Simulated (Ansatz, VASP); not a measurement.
# H23C11 (amorphous polyisobutylene at 640 K) in two plane-wave programs

Aim: how closely do two programs agree when they are given the same cell, functional and k mesh? Of the first pair: The structure shown is the start of the Ansatz relaxation below; VASP solves that cell, so the two are compared at the walk's first step.

Main program and level: Ansatz 0.2.0; plane waves, with VASP 6.6.1 beside it; single point at PBE with D3(BJ).

## 1. Starting point

The cell holds 136 atoms: 44 C and 92 H. Its edges and angles: a = 11.429 Å, b = 11.429 Å, c = 11.429 Å, α = 90.0°, β = 90.0°, γ = 90.0°. As first built, before any earlier steps moved the atoms (in the runner's words): 2 polyisobutylene chains of 5 units placed at random, at 0.691 g/cm^3; overlaps pushed apart, then 20 ps at 800 K with MMFF94 bonds, angles, torsions, charges and radii (Halgren, J. Comput. Chem. 17, 490 (1996)) in harmonic and 12-6 forms; charges of ions scaled by 0.8. Snapshot after 30 ps at 640 K and fixed volume.

## 2. Ansatz: relaxation, PBE with D3(BJ)

Ansatz runs on its default PAW (the set named soft_2) files.

The two programs are compared at the cell with which this relaxation starts, whose forces are those of its first step.

input.yaml reads:

```yaml
crystal:
  lattice:
    - [11.42893, 0.0, 0.0]
    - [0.0, 11.42893, 0.0]
    - [0.0, 0.0, 11.42893]
  atoms:
    - { symbol: C, position: [0.04182, 0.59696, 0.89819] }
    - { symbol: C, position: [0.99602, 0.54458, 0.77686] }
    - { symbol: C, position: [0.92168, 0.42618, 0.78836] }
    - { symbol: C, position: [0.81966, 0.4369, 0.88418] }
    - { symbol: C, position: [0.00534, 0.32859, 0.83357] }
    - { symbol: C, position: [0.87375, 0.40734, 0.66394] }
    - { symbol: C, position: [0.94003, 0.40287, 0.55714] }
    - { symbol: C, position: [0.98737, 0.51187, 0.5044] }
    - { symbol: C, position: [0.04866, 0.32523, 0.57175] }
    - { symbol: C, position: [0.8533, 0.35932, 0.4607] }
    - { symbol: C, position: [0.88642, 0.30041, 0.34833] }
    - { symbol: C, position: [0.76484, 0.28603, 0.28399] }
    - { symbol: C, position: [0.96973, 0.37951, 0.26898] }
    - { symbol: C, position: [0.93195, 0.17334, 0.36894] }
    - { symbol: C, position: [0.98126, 0.10423, 0.2726] }
    - { symbol: C, position: [0.10072, 0.15294, 0.22663] }
    - { symbol: C, position: [0.02621, 0.98523, 0.31927] }
    - { symbol: C, position: [0.90536, 0.08265, 0.16376] }
    - { symbol: C, position: [0.91052, 0.98325, 0.07119] }
    - { symbol: C, position: [0.8164, 0.0247, 0.98464] }
    - { symbol: C, position: [0.85672, 0.86778, 0.12053] }
    - { symbol: C, position: [0.02773, 0.9738, 0.00043] }
    - { symbol: H, position: [0.97624, 0.66643, 0.93059] }
    - { symbol: H, position: [0.12846, 0.63648, 0.88442] }
    - { symbol: H, position: [0.05107, 0.53913, 0.96886] }
    - { symbol: H, position: [0.07488, 0.54353, 0.72616] }
    - { symbol: H, position: [0.93614, 0.60949, 0.74286] }
    - { symbol: H, position: [0.76009, 0.51124, 0.85845] }
    - { symbol: H, position: [0.84716, 0.46304, 0.97072] }
    - { symbol: H, position: [0.76491, 0.34888, 0.87767] }
[... 100 atom lines left out ...]
    - { symbol: H, position: [0.44918, 0.71808, 0.07715] }
    - { symbol: H, position: [0.33139, 0.63048, 0.02372] }
    - { symbol: H, position: [0.31076, 0.72405, 0.14068] }
    - { symbol: H, position: [0.36014, 0.37517, 0.19728] }
    - { symbol: H, position: [0.28318, 0.46479, 0.09759] }
    - { symbol: H, position: [0.25351, 0.46237, 0.25566] }
kpoints:
  mp_grid: { grid: [1, 1, 1] }
hamiltonian:
  xc: pbe
  dispersion: d3bj
scf:
  occupations: { method: fixed }
output:
  forces: true
relax:
  f_tol: 0.05
  max_steps: 120
```

Launch:

```bash
$ ansatz run input.yaml --threads 4 --pin off --max-ram 8192MiB --backend cpu --events-out ev --progress --plain --runs-dir out
```

Numbers of over 12 decimals in the logs are rounded to 6 here.

The log of the run:

```text
Engine: ansatz 0.2.0, x86_64-unknown-linux-gnu
Pseudopotentials: kind: paw
Pseudopotential: C, paw, valence charge 4, recommended cutoff 420 eV (normal), C.paw.azcp
Pseudopotential: H, paw, valence charge 1, recommended cutoff 420 eV (normal), H.paw.azcp
Functional definition: PBE
  parameter kappa = 0.804
  parameter beta = 0.066725
  exchange = pbe_x(kappa = kappa, mu = beta*pi^2/3)
  correlation = pbe_c(beta = beta)
Crystal: 136 atoms, lattice volume = 1492.852 Å³
Basis set: ecut = 420 eV, 29039 PW (Γ), exchange–correlation on 160×160×160 points (8 copies of the dense FFT grid, shifted against one another)
Bands: 270, of which v1, the nominal top of the filled ones, is band 134 counted from 1 (133 counted from 0)
Symmetry: 1 space group operations
Space group: P1 (ITA 1), of the structure as read, at distance tolerance 1.1e-4 Å
k-points: 1
Non-local potential: C, projectors of the file, l = 0: 2, l = 1: 2, l = 2: 1
Non-local potential: H, projectors of the file, l = 0: 2, l = 1: 1
PAW form: soft (Blöchl's): semilocal exchange-correlation on the pseudo side does not see the compensation charge
PAW one-centre angular grid: C, 110 points (default); XC on 64 Gauss nodes
PAW one-centre angular grid: H, 110 points (default); XC on 64 Gauss nodes
Initial density: superposition of atomic densities (neutral atoms: chi_scale 0, normalization atom), corrected by the library's trained network
Initial wavefunctions: pseudopotential atomic-orbital guess
Functional: x = pbe(κ = 0.804, μ = 0.219515), c = pbe(β = 0.066725)
SCF iter   1: F=—  HF=-12519.584670 eV  |F-HF|=—  |Δ(HF+E_count)|=         —  Δρ=4.08e-3  dr2=3.08e-1  ethr=1.77e-3  ⟨swp⟩=5.0  Hψ=856  notcnv=0  defer=134
preconditioner: auto → Resta (q_TF=auto, 2.049 Å⁻¹)  ε∞=2.1  [insulator: Δε(μ)=4.727 eV  Ē_g=15.279 eV  n_scr=202 (ndim 8)  ℏωp=15.7 eV  f_vac=0.346  ε∞_Penn≈2.1]
SCF iter   2: F=—  HF=-12519.569734 eV  |F-HF|=—  |Δ(HF+E_count)|=   1.49e-2  Δρ=1.82e-3  dr2=7.09e-2  ethr=1.15e-4  ⟨swp⟩=3.0  Hψ=414  notcnv=0  defer=134
SCF iter   3: F=—  HF=-12519.592171 eV  |F-HF|=—  |Δ(HF+E_count)|=   2.24e-2  Δρ=6.72e-4  dr2=1.07e-2  ethr=2.64e-5  ⟨swp⟩=4.0  Hψ=279  notcnv=0  defer=35
automatic band count: iteration 3 solves 171 bands in place of 270: the levels show a gap, and the empty bands left out lie too high to hold charge; the band table lists the bands solved (type scf.n_extra_bands for more)
SCF iter   4: F=—  HF=-12519.595458 eV  |F-HF|=—  |Δ(HF+E_count)|=   3.29e-3  Δρ=1.92e-4  dr2=8.49e-4  ethr=4.00e-6  ⟨swp⟩=3.0  Hψ=279  notcnv=0  defer=35
SCF iter   5: F=—  HF=-12519.595508 eV  |F-HF|=—  |Δ(HF+E_count)|=   5.01e-5  Δρ=7.01e-5  dr2=1.25e-4  ethr=3.17e-7  ⟨swp⟩=3.0  Hψ=249  notcnv=0  defer=35
SCF iter   6: F=-12519.595413 eV  HF=-12519.595423 eV  |F-HF|=1.01e-5  |Δ(HF+E_count)|=   8.53e-5  Δρ=2.15e-5  dr2=8.56e-6  ethr=2.33e-8  ⟨swp⟩=2.0  Hψ=583  notcnv=0
SCF 1 converged in 6 iterations: F = -12519.595413 eV  dr2 = 8.56e-6
  greatest PAW one-centre occupation: 0.675 electrons in one spin orbital (limit 2), on the C atom at site 13 (counted from 0), in its partial waves of l = 0
relax step   1: F+E_penalty+E_count = -12519.59541271 eV  Δ(F+E_penalty+E_count) = +0.000e0 eV  max|allowed force component| = 6.448e0 eV/Å  Δτ_max = 0.0000 Å  (6 SCF iters, dr2 threshold 6.25e-5 eV, accepted)
Initial density: handed on by an earlier stage of this run
Initial wavefunctions: those handed on with the density
iter 1 solved again at ethr=1.11e-3 eV; its pass at ethr=3.10e-3 eV (dr2=2.98e0 eV) is discarded
SCF iter   1: F=—  HF=-12527.696784 eV  |F-HF|=—  |Δ(HF+E_count)|=         —  Δρ=1.93e-2  dr2=3.01e0  ethr=1.11e-3  ⟨swp⟩=1.0  Hψ=677  notcnv=0  defer=29
automatic band count: iteration 1 solves 171 bands in place of 270: the levels show a gap, and the empty bands left out lie too high to hold charge; the band table lists the bands solved (type scf.n_extra_bands for more)
preconditioner: auto → Resta (q_TF=auto, 2.049 Å⁻¹)  ε∞=2.6  [insulator: Δε(μ)=4.836 eV  Ē_g=12.335 eV  n_scr=202 (ndim 8)  ℏωp=15.7 eV  f_vac=0.345  ε∞_Penn≈2.6]
SCF iter   2: F=—  HF=-12527.120287 eV  |F-HF|=—  |Δ(HF+E_count)|=   5.76e-1  Δρ=8.85e-3  dr2=4.78e-1  ethr=1.11e-3  ⟨swp⟩=3.0  Hψ=273  notcnv=0  defer=35
SCF iter   3: F=—  HF=-12527.074917 eV  |F-HF|=—  |Δ(HF+E_count)|=   4.54e-2  Δρ=1.83e-3  dr2=2.54e-2  ethr=1.78e-4  ⟨swp⟩=3.0  Hψ=278  notcnv=0  defer=35
SCF iter   4: F=—  HF=-12527.074275 eV  |F-HF|=—  |Δ(HF+E_count)|=   6.42e-4  Δρ=3.27e-4  dr2=1.75e-3  ethr=9.48e-6  ⟨swp⟩=2.0  Hψ=302  notcnv=0  defer=35
SCF iter   5: F=—  HF=-12527.074329 eV  |F-HF|=—  |Δ(HF+E_count)|=   5.38e-5  Δρ=9.76e-5  dr2=2.63e-4  ethr=6.55e-7  ⟨swp⟩=2.0  Hψ=278  notcnv=0  defer=35
SCF iter   6: F=-12527.074268 eV  HF=-12527.074289 eV  |F-HF|=2.17e-5  |Δ(HF+E_count)|=   3.94e-5  Δρ=3.65e-5  dr2=3.86e-5  ethr=3.73e-8  ⟨swp⟩=3.0  Hψ=588  notcnv=0
[...]
- { symbol: H, position: [0.750636, 0.389669, 0.877305] }
    - { symbol: H, position: [0.065474, 0.310038, 0.805071] }
    - { symbol: H, position: [1.000901, 0.340073, 0.942661] }
    - { symbol: H, position: [-0.073273, 0.250017, 0.840640] }
    - { symbol: H, position: [0.797691, 0.477432, 0.660101] }
    - { symbol: H, position: [0.814115, 0.328083, 0.689771] }
    - { symbol: H, position: [0.012583, 0.570209, 0.570908] }
    - { symbol: H, position: [0.879787, 0.566859, 0.490778] }
    - { symbol: H, position: [0.011100, 0.513183, 0.427567] }
    - { symbol: H, position: [0.035281, 0.240849, 0.609869] }
    - { symbol: H, position: [0.093958, 0.319888, 0.489250] }
    - { symbol: H, position: [0.108300, 0.376061, 0.632106] }
    - { symbol: H, position: [0.769064, 0.392223, 0.469085] }
    - { symbol: H, position: [0.809170, 0.256298, 0.527179] }
    - { symbol: H, position: [0.748795, 0.229828, 0.209046] }
    - { symbol: H, position: [0.697482, 0.347636, 0.295464] }
    - { symbol: H, position: [0.693185, 0.202738, 0.351709] }
    - { symbol: H, position: [0.888867, 0.456041, 0.275771] }
    - { symbol: H, position: [0.931386, 0.341091, 0.181426] }
    - { symbol: H, position: [0.024425, 0.383025, 0.298051] }
    - { symbol: H, position: [1.001144, 0.174861, 0.432098] }
    - { symbol: H, position: [0.867910, 0.103817, 0.407793] }
    - { symbol: H, position: [0.153817, 0.188903, 0.294124] }
    - { symbol: H, position: [0.159316, 0.094271, 0.171909] }
[...]
- { symbol: C, position: [0.489539, 0.317094, 0.660344] }
    - { symbol: C, position: [0.519583, 0.267443, 0.780873] }
    - { symbol: C, position: [0.443031, 0.165063, 0.827506] }
    - { symbol: C, position: [0.316476, 0.208925, 0.842276] }
    - { symbol: C, position: [0.492470, 0.133996, 0.948677] }
    - { symbol: C, position: [0.451499, 0.063783, 0.736373] }
    - { symbol: C, position: [0.418954, 0.934535, 0.762660] }
    - { symbol: C, position: [0.512055, 0.873364, 0.838944] }
    - { symbol: C, position: [0.300981, 0.923399, 0.826998] }
    - { symbol: C, position: [0.399212, 0.865019, 0.645967] }
    - { symbol: C, position: [0.485294, 0.855270, 0.539576] }
    - { symbol: C, position: [0.609883, 0.824015, 0.578578] }
    - { symbol: C, position: [0.489495, 0.971169, 0.470536] }
    - { symbol: C, position: [0.426110, 0.759183, 0.461354] }
    - { symbol: C, position: [0.485183, 0.690565, 0.358601] }
    - { symbol: C, position: [0.550940, 0.769914, 0.272573] }
    - { symbol: C, position: [0.570890, 0.598978, 0.408430] }
    - { symbol: C, position: [0.379748, 0.625983, 0.299447] }
    - { symbol: C, position: [0.383187, 0.562756, 0.178641] }
    - { symbol: C, position: [0.487321, 0.479532, 0.161118] }
    - { symbol: C, position: [0.378720, 0.650287, 0.076206] }
    - { symbol: C, position: [0.270455, 0.488693, 0.173154] }
[...]
- { symbol: H, position: [0.571165, 0.526153, 0.156203] }
    - { symbol: H, position: [0.476786, 0.431440, 0.078357] }
    - { symbol: H, position: [0.458408, 0.703056, 0.069174] }
    - { symbol: H, position: [0.367758, 0.603263, -0.00707651] }
    - { symbol: H, position: [0.304061, 0.710354, 0.085513] }
    - { symbol: H, position: [0.269507, 0.421633, 0.242243] }
    - { symbol: H, position: [0.263528, 0.443798, 0.088289] }
    - { symbol: H, position: [0.192027, 0.543565, 0.183876] }
```

In the SCF lines HF is the Harris–Foulkes energy and dr2 the Hartree energy of the density residual, in eV; the loop may stop once dr2 is under the threshold and the program's other checks hold. Hψ counts applications of the Hamiltonian.

## 3. VASP: single point, PBE with D3(BJ), start cell, pair 1

The same cell, functional and mesh now go to VASP, with its own data sets.

Lines of VASP's logs that name or quote its potential files are left out, and so is its time.

INCAR reads:

```
SYSTEM = H23C11
PREC = Accurate
ENCUT = 520
EDIFF = 1E-06
NELM = 120
ISMEAR = 0
SIGMA = 0.01
LREAL = Auto
ALGO = Normal
GGA = PE
IVDW = 12
NBANDS = 229
LORBIT = 11
LWAVE = .FALSE.
LCHARG = .FALSE.
ISIF = 2
LASPH = .TRUE.
GGA_COMPAT = .FALSE.
EFERMI = MIDGAP
```

POSCAR reads:

```
H23C11
1.0
   11.4289300000      0.0000000000      0.0000000000
    0.0000000000     11.4289300000      0.0000000000
    0.0000000000      0.0000000000     11.4289300000
C H
44 92
Direct
    0.0418236878      0.5969587704      0.8981943192
    0.9960162500      0.5445829137      0.7768618760
    0.9216785823      0.4261816286      0.7883590152
    0.8196567833      0.4369000423      0.8841772589
    0.0053373325      0.3285871906      0.8335688468
    0.8737475862      0.4073434696      0.6639379189
    0.9400267567      0.4028723599      0.5571387698
    0.9873715212      0.5118676902      0.5044041743
    0.0486572234      0.3252272960      0.5717508113
    0.8532994777      0.3593162265      0.4606992956
    0.8864171887      0.3004130745      0.3483265713
    0.7648397532      0.2860285259      0.2839898398
    0.9697320747      0.3795105929      0.2689840606
    0.9319507600      0.1733408114      0.3689409245
    0.9812642128      0.1042267299      0.2725976972
    0.1007180900      0.1529364516      0.2266266396
    0.0262141775      0.9852278385      0.3192687329
    0.9053603443      0.0826499069      0.1637598620
    0.9105226824      0.9832504005      0.0711877665
    0.8164018854      0.0247004750      0.9846416069
    0.8567206204      0.8677802734      0.1205274685
    0.0277278800      0.9738006970      0.0004287365
    0.4629742242      0.2908321251      0.6502008499
    0.4852772744      0.2506358863      0.7715770418
    0.3905964950      0.1654660585      0.8122982641
    0.2717227247      0.2203968350      0.7989199339
    0.4214567768      0.1508365175      0.9395280223
    0.4102921271      0.0530495856      0.7359219105
    0.3986812414      0.9268671695      0.7697395994
    0.4867734775      0.8782886937      0.8619004579
[... 100 atom lines left out ...]
    0.4491759071      0.7180812202      0.0771463295
    0.3313871027      0.6304789687      0.0237205058
    0.3107639998      0.7240485330      0.1406780862
    0.3601387006      0.3751707290      0.1972800603
    0.2831761153      0.4647941671      0.0975856882
    0.2535057963      0.4623704931      0.2556582287
```

KPOINTS reads:

```
Automatic mesh
0
Gamma
1 1 1
0 0 0
```

The projector-augmented-wave data sets are C and H (PBE family, release 64).

Launch:

```bash
$ export OMP_NUM_THREADS=3
$ mpirun -np 1 vasp_gam
```

The log of the run:

```text
[banner, memory and clock lines left out]
running    1 mpi-ranks, on    1 nodes
[...]
Offloading initialized ...    1 GPUs detected
[...]
LDA part: xc-table for (Slater+PW92), standard interpolation
 POSCAR, INCAR and KPOINTS ok, starting setup
[...]
entering main loop
       N       E                     dE             d eps       ncg     rms          rms(c)
DAV:   1     0.166108772942E+04    0.16611E+04   -0.12683E+05   466   0.103E+03
DAV:   2    -0.568714997992E+03   -0.22298E+04   -0.21120E+04   575   0.241E+02
DAV:   3    -0.802932015582E+03   -0.23422E+03   -0.23232E+03   596   0.785E+01
DAV:   4    -0.809807455464E+03   -0.68754E+01   -0.68561E+01   620   0.156E+01
[...]
DAV:  18    -0.729254789602E+03    0.40616E-05   -0.10645E-05   548   0.873E-03    0.486E-03
DAV:  19    -0.729254786635E+03    0.29679E-05   -0.20000E-06   412   0.548E-03    0.202E-03
DAV:  20    -0.729254785966E+03    0.66870E-06   -0.18908E-06   396   0.421E-03
   1 F= -.73527868E+03 E0= -.73527868E+03  d E =0.000000E+00
```

Parts of OUTCAR (step 3):

```text
  FREE ENERGIE OF THE ION-ELECTRON SYSTEM (eV)
  ---------------------------------------------------
  free  energy   TOTEN  =      -735.2786795617 eV

  energy  without entropy=     -735.2786795617  energy(sigma->0) =     -735.27867956
```

The run ends at a pressure of 2.22 GPa, with forces up to 7.1 eV/Å.

## 4. Side by side

Known differences besides the potentials themselves: fixed occupations in Ansatz, narrow Gaussian smearing in VASP; the cutoff is 420 eV in Ansatz and 520 eV in VASP (PREC = Accurate, projectors in real space). Total energies have different zeros and are not compared.

Forces on 8 of the 136 atoms, those with the largest forces and the largest differences (eV/Å; atoms numbered as in POSCAR):

| atom | Ansatz x, y, z | VASP x, y, z |
| --- | --- | --- |
| C6 | -2.967, -1.620, 2.612 | -2.969, -1.620, 2.637 |
| C7 | 1.568, -1.818, -2.575 | 1.565, -1.831, -2.585 |
| C14 | -5.466, 0.776, -3.623 | -5.442, 0.788, -3.598 |
| C15 | 3.081, -2.388, -2.130 | 3.066, -2.394, -2.133 |
| C17 | -2.636, 1.544, 6.448 | -2.622, 1.528, 6.425 |
| C26 | -0.047, -2.919, -0.431 | -0.064, -2.888, -0.425 |
| H72 | 4.588, 0.084, 4.941 | 4.583, 0.085, 4.936 |
| H78 | 2.864, -2.967, -4.234 | 2.862, -2.967, -4.230 |

The forces differ by 12 meV/Å r.m.s., which is 1.0 % of the r.m.s. force of 1.231 eV/Å (both taken over all components).

(Continued in part 2 of 2.)

[Lines on the potential files, build, host, timing and source positions are cut from VASP's logs without a mark.]

[Logs are printed without paths, hosts, clocks, repeated set-up lines and the standing remarks that a program may print on its own settings, such as how far it seeks lower states.]

[Hosts, paths, dates, database ids (printed as entryN), source tags and the programs' standing remarks are cut or masked in the printed files.]

[The MMFF94 radii named for the starting cell were scaled by 0.96; in molecules described by MMFF94, hydrogen bound to N, O or S took a small fixed 12-6 site in their place.]
